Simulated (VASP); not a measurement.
These are PBE GGA, VASP's PBE PAW potentials (set 64) (plane waves; VASP) values and carry that method's errors.

Input for VASP

**INCAR**
```
ALGO  =  Normal
EDIFF  =  1E-7
EDIFFG  =  -0.01
ENCUT  =  600
GGA  =  PE
IBRION  =  2
ISIF  =  3
ISMEAR  =  0
LASPH  =  .TRUE.
LCHARG  =  .FALSE.
LMAXMIX  =  4
LREAL  =  .FALSE.
LWAVE  =  .FALSE.
NELM  =  100
NSW  =  40
PREC  =  Accurate
PSTRESS  =  10
SIGMA  =  0.05
SYSTEM  =  SnO
```

File KPOINTS:
```
Automatic
0
Gamma
 6 6 4
0 0 0
```

### POSCAR
```
SnO
1
    3.8677917741     0.0000000000     0.0000000000
    0.0000000000     3.8677917741    -0.0000000000
    0.0000000000     0.0000000000     5.0526422402
Sn O
2 2
Direct
  0.5000000000   1.0000000000   0.7698231033
  1.0000000000   0.5000000000   0.2301768967
  0.5000000000   0.5000000000   1.0000000000
  0.0000000000   0.0000000000   0.0000000000
```

POTCAR, in this order: Sn_d O (PBE.64 set). Program: vasp_std.

Output

File OSZICAR:
```
...
DAV:   9    -0.227248072082E+02    0.41340E-06   -0.76676E-07  1984   0.104E-02    0.839E-04
DAV:  10    -0.227248069071E+02    0.30116E-06   -0.14556E-07   936   0.320E-03    0.242E-04
DAV:  11    -0.227248069494E+02   -0.42372E-07   -0.20074E-08   800   0.217E-03
   2 F= -.22261444E+02 E0= -.22261444E+02  d E =-.248998E-02
       N       E                     dE             d eps       ncg     rms          rms(c)
DAV:   1    -0.227398846161E+02   -0.15078E-01   -0.26805E-01  1816   0.831E+00    0.683E-01
DAV:   2    -0.227299067662E+02    0.99778E-02   -0.38206E-02  1912   0.204E+00    0.230E-01
DAV:   3    -0.227283723212E+02    0.15344E-02   -0.32362E-03  1792   0.118E+00    0.102E-01
DAV:   4    -0.227280257104E+02    0.34661E-03   -0.10958E-03  1912   0.635E-01    0.232E-02
DAV:   5    -0.227280033875E+02    0.22323E-04   -0.20349E-04  2192   0.165E-01    0.966E-03
DAV:   6    -0.227279922123E+02    0.11175E-04   -0.14208E-05  1784   0.367E-02    0.520E-03
DAV:   7    -0.227279904037E+02    0.18086E-05   -0.15618E-06  1984   0.136E-02    0.197E-03
DAV:   8    -0.227279905017E+02   -0.98048E-07   -0.76526E-07  2000   0.101E-02
   3 F= -.22262063E+02 E0= -.22262063E+02  d E =-.310937E-02
       N       E                     dE             d eps       ncg     rms          rms(c)
DAV:   1    -0.227396253599E+02   -0.11635E-01   -0.84497E-01  2248   0.864E+00    0.693E-01
DAV:   2    -0.227296364890E+02    0.99889E-02   -0.47283E-02  1944   0.211E+00    0.225E-01
DAV:   3    -0.227280878055E+02    0.15487E-02   -0.39008E-03  1896   0.124E+00    0.995E-02
DAV:   4    -0.227277778530E+02    0.30995E-03   -0.12251E-03  2032   0.606E-01    0.283E-02
DAV:   5    -0.227277796545E+02   -0.18015E-05   -0.33360E-04  1992   0.191E-01    0.169E-02
DAV:   6    -0.227277752232E+02    0.44313E-05   -0.33094E-05  2384   0.580E-02    0.686E-03
DAV:   7    -0.227277757480E+02   -0.52479E-06   -0.37203E-06  2152   0.203E-02    0.149E-03
DAV:   8    -0.227277754159E+02    0.33205E-06   -0.72115E-07  2088   0.657E-03    0.967E-04
DAV:   9    -0.227277753429E+02    0.73063E-07   -0.43921E-08   792   0.222E-03
   4 F= -.22264317E+02 E0= -.22264317E+02  d E =-.225379E-02
       N       E                     dE             d eps       ncg     rms          rms(c)
DAV:   1    -0.227980902827E+02   -0.70315E-01   -0.51453E+00  2272   0.208E+01    0.174E+00
DAV:   2    -0.227356557859E+02    0.62434E-01   -0.29892E-01  1944   0.520E+00    0.569E-01
DAV:   3    -0.227259526448E+02    0.97031E-02   -0.25006E-02  1888   0.317E+00    0.253E-01
DAV:   4    -0.227239575310E+02    0.19951E-02   -0.77673E-03  2008   0.152E+00    0.744E-02
DAV:   5    -0.227239315171E+02    0.26014E-04   -0.21886E-03  1992   0.487E-01    0.450E-02
DAV:   6    -0.227238934964E+02    0.38021E-04   -0.22767E-04  2464   0.151E-01    0.186E-02
DAV:   7    -0.227238946390E+02   -0.11427E-05   -0.25376E-05  2216   0.561E-02    0.327E-03
DAV:   8    -0.227238941024E+02    0.53660E-06   -0.42630E-06  2024   0.147E-02    0.263E-03
DAV:   9    -0.227238939224E+02    0.18003E-06   -0.30836E-07  1312   0.565E-03    0.769E-04
DAV:  10    -0.227238937884E+02    0.13399E-06   -0.12857E-07   976   0.374E-03    0.422E-04
DAV:  11    -0.227238938026E+02   -0.14196E-07   -0.34010E-08   752   0.230E-03
   5 F= -.22266557E+02 E0= -.22266554E+02  d E =-.449337E-02
       N       E                     dE             d eps       ncg     rms          rms(c)
DAV:   1    -0.227421727521E+02   -0.18279E-01   -0.96529E-01  2136   0.870E+00    0.831E-01
DAV:   2    -0.227279765386E+02    0.14196E-01   -0.48362E-02  1824   0.227E+00    0.401E-01
DAV:   3    -0.227247464316E+02    0.32301E-02   -0.60839E-03  1816   0.142E+00    0.183E-01
DAV:   4    -0.227240255482E+02    0.72088E-03   -0.19023E-03  2216   0.625E-01    0.442E-02
DAV:   5    -0.227240367907E+02   -0.11243E-04   -0.56362E-04  1888   0.288E-01    0.225E-02
DAV:   6    -0.227240316507E+02    0.51400E-05   -0.83916E-05  1856   0.803E-02    0.767E-03
DAV:   7    -0.227240319401E+02   -0.28936E-06   -0.83812E-06  1824   0.234E-02    0.225E-03
DAV:   8    -0.227240318811E+02    0.58948E-07   -0.70543E-07  1496   0.838E-03
   6 F= -.22268648E+02 E0= -.22268641E+02  d E =-.209102E-02
       N       E                     dE             d eps       ncg     rms          rms(c)
DAV:   1    -0.227727550095E+02   -0.48723E-01   -0.26676E+00  2072   0.144E+01    0.140E+00
DAV:   2    -0.227336858159E+02    0.39069E-01   -0.14433E-01  1808   0.360E+00    0.673E-01
DAV:   3    -0.227246382658E+02    0.90476E-02   -0.16270E-02  1888   0.234E+00    0.313E-01
DAV:   4    -0.227224696204E+02    0.21686E-02   -0.51964E-03  2192   0.113E+00    0.753E-02
DAV:   5    -0.227225052202E+02   -0.35600E-04   -0.17578E-03  1856   0.511E-01    0.386E-02
DAV:   6    -0.227224884863E+02    0.16734E-04   -0.23796E-04  1808   0.136E-01    0.130E-02
DAV:   7    -0.227224898804E+02   -0.13941E-05   -0.20921E-05  1800   0.377E-02    0.336E-03
DAV:   8    -0.227224897428E+02    0.13764E-06   -0.15883E-06  1752   0.131E-02    0.112E-03
DAV:   9    -0.227224898524E+02   -0.10963E-06   -0.19238E-07  1264   0.394E-03    0.722E-04
DAV:  10    -0.227224898304E+02    0.22012E-07   -0.58812E-08   736   0.230E-03
   7 F= -.22270384E+02 E0= -.22270370E+02  d E =-.382764E-02
       N       E                     dE             d eps       ncg     rms          rms(c)
DAV:   1    -0.227253318340E+02   -0.28420E-02   -0.19091E-01  2136   0.393E+00    0.372E-01
DAV:   2    -0.227224807819E+02    0.28511E-02   -0.95098E-03  1840   0.105E+00    0.178E-01
DAV:   3    -0.227218333641E+02    0.64742E-03   -0.11622E-03  1856   0.619E-01    0.812E-02
DAV:   4    -0.227216909845E+02    0.14238E-03   -0.36275E-04  2232   0.271E-01    0.189E-02
DAV:   5    -0.227216947782E+02   -0.37937E-05   -0.10444E-04  1928   0.124E-01    0.945E-03
DAV:   6    -0.227216941325E+02    0.64570E-06   -0.14996E-05  1904   0.343E-02    0.337E-03
DAV:   7    -0.227216941820E+02   -0.49480E-07   -0.15717E-06  1720   0.100E-02    0.100E-03
DAV:   8    -0.227216941721E+02    0.99617E-08   -0.13360E-07   808   0.375E-03
   8 F= -.22270462E+02 E0= -.22270445E+02  d E =-.390524E-02
       N       E                     dE             d eps       ncg     rms          rms(c)
DAV:   1    -0.227216210217E+02    0.73160E-04   -0.11002E-01  2184   0.294E+00    0.189E-01
DAV:   2    -0.227211105688E+02    0.51045E-03   -0.46809E-03  1904   0.580E-01    0.685E-02
DAV:   3    -0.227210189334E+02    0.91635E-04   -0.33716E-04  1848   0.321E-01    0.321E-02
DAV:   4    -0.227209994701E+02    0.19463E-04   -0.97330E-05  2152   0.156E-01    0.955E-03
DAV:   5    -0.227210009125E+02   -0.14424E-05   -0.22706E-05  1992   0.482E-02    0.484E-03
DAV:   6    -0.227210016650E+02   -0.75253E-06   -0.17421E-06  1880   0.124E-02    0.192E-03
DAV:   7    -0.227210017957E+02   -0.13065E-06   -0.17586E-07  1016   0.497E-03    0.546E-04
DAV:   8    -0.227210016842E+02    0.11152E-06   -0.95973E-08   728   0.258E-03    0.187E-04
DAV:   9    -0.227210016617E+02    0.22433E-07   -0.26589E-08   720   0.165E-03
   9 F= -.22270410E+02 E0= -.22270401E+02  d E =0.516269E-04
       N       E                     dE             d eps       ncg     rms          rms(c)
DAV:   1    -0.227216870972E+02   -0.68541E-03   -0.36385E-02  2168   0.171E+00    0.108E-01
DAV:   2    -0.227215216573E+02    0.16544E-03   -0.15297E-03  1896   0.335E-01    0.392E-02
DAV:   3    -0.227214917938E+02    0.29863E-04   -0.11224E-04  1824   0.184E-01    0.183E-02
DAV:   4    -0.227214826646E+02    0.91292E-05   -0.32259E-05  2176   0.885E-02    0.549E-03
DAV:   5    -0.227214812857E+02    0.13789E-05   -0.74623E-06  1984   0.277E-02    0.278E-03
DAV:   6    -0.227214805709E+02    0.71484E-06   -0.56803E-07  1440   0.716E-03    0.103E-03
DAV:   7    -0.227214805211E+02    0.49719E-07   -0.65672E-08   736   0.333E-03
  10 F= -.22270522E+02 E0= -.22270509E+02  d E =-.601893E-04
```

### OUTCAR
```
------------------------ aborting loop because EDIFF is reached ----------------------------------------
  FORCE on cell =-STRESS in cart. coord.  units (eV):
  Direction    XX          YY          ZZ          XY          YZ          ZX
  --------------------------------------------------------------------------------------
  Total        0.4880672      0.4880672      0.4598131      0.0000000     -0.0000000      0.0000000
  in kB       10.8228891     10.8228891     10.1963544      0.0000000     -0.0000000      0.0000000
  external PRESSURE =       0.6140442 kB  Pullay stress =      10.0000000 kB
  volume of cell :       72.25
      direct lattice vectors                 reciprocal lattice vectors
     3.851257540  0.000000000  0.000000000     0.259655447  0.000000000  0.000000000
     0.000000000  3.851257540 -0.000000000     0.000000000  0.259655447 -0.000000000
     0.000000000  0.000000000  4.871266535     0.000000000  0.000000000  0.205285421
 POSITION                                       TOTAL-FORCE (eV/Angst)
 -----------------------------------------------------------------------------------
      1.92563      0.00000      3.70922         0.000000      0.000000      0.004558
      3.85126      1.92563      1.16204        -0.000000     -0.000000     -0.004558
      1.92563      1.92563      4.87127        -0.000000      0.000000      0.000000
      0.00000      0.00000      0.00000        -0.000000     -0.000000      0.000000
 -----------------------------------------------------------------------------------
    total drift:                                0.000000      0.000000     -0.000000
  FREE ENERGIE OF THE ION-ELECTRON SYSTEM (eV)
  ---------------------------------------------------
  free  energy   TOTEN  =       -22.7214805211 eV

  energy  without entropy=      -22.7214536462  energy(sigma->0) =      -22.72146708
  enthalpy is  TOTEN    =       -22.2705221701 eV   P V=        0.4509583511

 reached required accuracy - stopping structural energy minimisation
```
(Selected blocks of OUTCAR.)

CONTCAR:
```
SnO
   1.00000000000000
     3.8512575404576683    0.0000000000000000    0.0000000000000000
     0.0000000000000000    3.8512575404576683   -0.0000000000000000
     0.0000000000000000    0.0000000000000000    4.8712665347293926
  Sn              O
     2     2
Direct
     0.5000000000000000    0.0000000000000000    0.7614493619272200
     1.0000000000000000    0.5000000000000000    0.2385506380727800
     0.5000000000000000    0.5000000000000000    1.0000000000000000
     0.0000000000000000    0.0000000000000000    0.0000000000000000
```

Energy and stress use the plane-wave basis of the starting cell. Without a dispersion term in the relaxation, distances and binding between the weakly bound layers, chains or molecules are unreliable, and so is what depends on them.

The compound is SnO in the litharge structure. This run relaxes it under an external pressure of 1 GPa. Symmetry was kept, so distortions that lower it aren't found.
